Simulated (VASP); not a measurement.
**BaMg4Sn3: single point with PBE**

The system is BaMg4Sn3.

```xyz
8
Lattice="4.8993 0.0000 0.0000 0.0000 4.8993 0.0000 0.0000 0.0000 9.2477" Properties=species:S:1:pos:R:3 pbc="T T T"
Ba    0.0000    0.0000    0.0000
Mg    0.0000    2.4497    2.9481
Mg    2.4497    0.0000    2.9481
Mg    0.0000    2.4497    6.2996
Mg    2.4497    0.0000    6.2996
Sn    0.0000    0.0000    4.6239
Sn    2.4497    2.4497    1.3615
Sn    2.4497    2.4497    7.8862
```

The cell was built by a generator and needn't be a form met in nature.

```
Program                : VASP 6.6.1
Task                   : single point
Functional             : PBE
Potentials or basis    : VASP PAW PBE potentials, release 64 (Ba_sv, Mg, Sn_d)
Cutoff                 : 520 eV
k mesh                 : 4 × 4 × 2
Occupations            : fermi-dirac, width 0.1 eV
Spin                   : no spin polarisation
Dipole correction      : no
Further INCAR settings : ALGO = Fast; EDIFF = 1e-07; NBANDS = 40
```

```
Pressure               : 1.3 GPa
Largest force          : 0.913 eV/Å
Band gap on the k mesh : none (metal or under the smearing width)
```

Forces in eV/Å, atoms in the order of the input:
```
Ba   0.000  0.000  0.000
Mg   0.000  0.000  0.097
Mg   0.000  0.000  0.097
Mg   0.000  0.000 -0.097
Mg   0.000  0.000 -0.097
Sn   0.000  0.000  0.000
Sn   0.000  0.000  0.913
Sn   0.000  0.000 -0.913
```

Stress tensor (GPa, compression positive):
```
0.89 0.00 0.00
0.00 0.89 0.00
0.00 0.00 2.02
```

Levels at points of the mesh, in eV from the Fermi level:
| k point | band 27 | band 28 | band 29 | band 30 | band 31 | band 32 | band 33 | band 34 |
| --- | --- | --- | --- | --- | --- | --- | --- | --- |
| (0.00, 0.00, 0.00) | -0.99 | -0.99 | -0.63 | -0.45 | -0.45 | -0.04 | 0.71 | 1.53 |
| (0.50, 0.00, 0.00) | -1.47 | -1.07 | -0.31 | -0.02 | 0.34 | 0.50 | 0.92 | 1.17 |
| (0.50, 0.50, 0.00) | -2.91 | -2.40 | -2.05 | -2.05 | 0.05 | 1.63 | 1.75 | 2.13 |
| (0.00, 0.00, 0.50) | -1.37 | -0.88 | -0.38 | -0.01 | 0.08 | 0.09 | 0.09 | 1.44 |
| (0.50, 0.00, 0.50) | -1.91 | -1.80 | -1.12 | -0.20 | 0.89 | 1.18 | 1.65 | 2.00 |
| (0.50, 0.50, 0.50) | -2.71 | -2.52 | -1.78 | -1.78 | -0.24 | 1.30 | 1.30 | 1.43 |

Wall time 2.7 min on 1 thread of AMD EPYC 7R43 64-Core Processor (Zen 3) (shared host), peak memory 0.32 GiB.

The run has no spin-orbit coupling, so splittings on Ba are missing.
